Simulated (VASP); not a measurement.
OSZICAR of a VASP run on Sb (relaxed from the layer:A7 structure):

File OSZICAR:
```
       N       E                     dE             d eps       ncg     rms          rms(c)
DAV:   1     0.485290078080E+02    0.48529E+02   -0.24465E+03   216   0.574E+02
DAV:   2    -0.562169556459E+01   -0.54151E+02   -0.51138E+02   350   0.942E+01
DAV:   3    -0.875440833883E+01   -0.31327E+01   -0.31311E+01   327   0.329E+01
DAV:   4    -0.880178689634E+01   -0.47379E-01   -0.47375E-01   285   0.444E+00
DAV:   5    -0.880247710001E+01   -0.69020E-03   -0.69020E-03   304   0.659E-01    0.298E+00
DAV:   6    -0.875944500035E+01    0.43032E-01   -0.21336E-02   236   0.773E-01    0.182E+00
DAV:   7    -0.873240439364E+01    0.27041E-01   -0.50645E-02   251   0.121E+00    0.108E-01
DAV:   8    -0.873237610474E+01    0.28289E-04   -0.22470E-03   283   0.309E-01    0.340E-02
DAV:   9    -0.873234363223E+01    0.32473E-04   -0.14370E-04   312   0.753E-02    0.204E-02
DAV:  10    -0.873230852630E+01    0.35106E-04   -0.33477E-04   270   0.771E-02    0.942E-03
DAV:  11    -0.873240764714E+01   -0.99121E-04   -0.35746E-05   216   0.288E-02    0.633E-03
DAV:  12    -0.873255244902E+01   -0.14480E-03   -0.28432E-05   252   0.291E-02    0.298E-03
DAV:  13    -0.873257981113E+01   -0.27362E-04   -0.33029E-06   288   0.101E-02    0.222E-03
DAV:  14    -0.873258529088E+01   -0.54798E-05   -0.56480E-06   292   0.703E-03    0.104E-03
DAV:  15    -0.873261156324E+01   -0.26272E-04   -0.16759E-06   230   0.380E-03    0.688E-04
DAV:  16    -0.873261871522E+01   -0.71520E-05   -0.25464E-07   285   0.150E-03    0.363E-04
DAV:  17    -0.873262616611E+01   -0.74509E-05   -0.69547E-07   236   0.206E-03    0.640E-05
DAV:  18    -0.873262661366E+01   -0.44755E-06   -0.23287E-08   304   0.416E-04    0.598E-05
DAV:  19    -0.873262694684E+01   -0.33317E-06   -0.17802E-08   265   0.314E-04    0.166E-05
DAV:  20    -0.873262696345E+01   -0.16609E-07   -0.23534E-10   178   0.497E-05
   1 F= -.87326270E+01 E0= -.87326270E+01  d E =0.000000E+00
```

### Question
Which electronic solver shows in the log?

### Answer
It is blocked Davidson (ALGO = Normal, or the opening steps of other solvers). The INCAR had ALGO = Normal.

### Question
Can the final energy be trusted as converged?

### Answer
The run converged. It stopped with EDIFF = 1E-7, NELM = 100 (PBEsol GGA, plane waves, VASP's PBE PAW potentials (set 64)). The cell holds a wide vacuum, so values per volume refer to the whole cell.

The cell is a sheet with vacuum, built from a generated structure.
